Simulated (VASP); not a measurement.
The system is W.

```
CELL_PARAMETERS angstrom
-1.60075 1.60075 1.60075
1.60075 -1.60075 1.60075
1.60075 1.60075 -1.60075
ATOMIC_POSITIONS crystal
W 0.00000 0.00000 0.00000
```

- Program: VASP 6.6.1
- Task: relaxation of cell and atoms
- Functional: PBE
- Potentials or basis: VASP PAW PBE potentials, release 64 (W_sv)
- Cutoff: 600 eV
- k mesh: 18 × 18 × 18
- Occupations: gaussian, width 0.1 eV
- Spin: no spin polarisation

At the start: pressure -4.5 GPa; volume 16.41 Å³/atom.

Problem. Where does the relaxation end?

Solution. Over 4 steps the energy falls by 3.5 meV/atom and the volume is 16.16 Å³/atom (-1.5 %); space group Im-3m (No. 229, to 0.05 Å).

Step by step:
```csv
step,energy change (eV),largest force (eV/Å),pressure (GPa),volume (Å³)
1,0.0000,0.0000,-4.46,16.41
2,0.0397,0.0000,17.79,15.35
3,-0.0035,0.0000,-0.10,16.17
4,-0.0035,0.0000,-0.01,16.16
```

Final structure:
```cif
data_structure
_symmetry_space_group_name_H-M 'P 1'
_symmetry_Int_Tables_number 1
_cell_length_a 2.7587
_cell_length_b 2.7587
_cell_length_c 2.7587
_cell_angle_alpha 109.471
_cell_angle_beta 109.471
_cell_angle_gamma 109.471
_cell_volume 16.16
loop_
_atom_site_label
_atom_site_type_symbol
_atom_site_fract_x
_atom_site_fract_y
_atom_site_fract_z
_atom_site_occupancy
W1 W 0.00000 0.00000 0.00000 1
```
